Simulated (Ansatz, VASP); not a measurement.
**AlFe3B: VASP beside Ansatz**

```
CELL_PARAMETERS angstrom
3.82232 0.00000 0.00000
0.00000 3.82232 0.00000
0.00000 0.00000 3.82232
ATOMIC_POSITIONS crystal
Fe 0.00000 0.00000 0.50000
Fe 0.00000 0.50000 0.00000
Fe 0.50000 0.00000 0.00000
Al 0.50000 0.50000 0.50000
B 0.00000 0.00000 0.00000
```

The cell comes from a database or a generator and needn't be the stable form of this composition.

Alike in both runs: task single point; functional PBEsol; k mesh 7 × 7 × 7; occupations fermi-dirac, width 0.05 eV; collinear spin, ferromagnetic start.

|  | VASP | Ansatz |
| --- | --- | --- |
| version | VASP 6.6.1 | Ansatz 0.2.0 |
| potentials or method | VASP PAW PBE potentials, release 64 (Fe, Al, B) | Ansatz PAW |
| plane-wave cutoff (eV) | 520 | 420 |
| valence electrons in the cell | 30 | 54 |

```csv
,VASP,Ansatz,Ansatz less VASP
gap on the k mesh at the Fermi level (eV),none,none,-
pressure (GPa),-7.1,-7.7,-0.62
net moment per atom (μB),0.82,0.82,0.000
size of the moment on the site where the two differ most (μB),1.47,1.37,-0.096
```

Site moments also hang on the region over which each program counts them. A gap of «none» marks a metal or a gap that the smearing closes. The functional is the same, so the differences come from potentials, cutoffs and numerics. The two sets of potentials don't hold the same shells in valence.

Caveats: the PAW data sets were made with another functional, which shifts forces and pressure a little (VASP); the PAW data sets come from PBE, with cores solved anew for the run's functional, which leaves a small shift of forces and pressure (Ansatz).
